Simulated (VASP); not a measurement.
Given:

```xyz
3
Lattice="0.0000 2.1572 2.1572 2.1572 0.0000 2.1572 2.1572 2.1572 0.0000" Properties=species:S:1:pos:R:3 pbc="T T T"
Be     1.0786     1.0786     1.0786
Be     3.2358     3.2358     3.2358
C      0.0000     0.0000     0.0000
```

Method: LDA (Ceperley-Alder, Perdew-Zunger), VASP's LDA PAW potentials (set 64) (plane waves; VASP). Settings: 520 eV cut-off, 9×9×9 Γ-centred mesh, Gaussian smearing of 0.050 eV, potentials Be C.

**Question.** Estimate the energy per atom (σ→0), pressure.

**Answer.** 
```
Item                            Value
---------------------  --------------
energy per atom (σ→0)  -6473 meV/atom
pressure                    -6.01 GPa
```

Only differences to runs with the same potentials and settings are physical.

The compound is Be2C in the antifluorite structure. This cell is one point of a volume scan, at 1.03 of the reference volume.
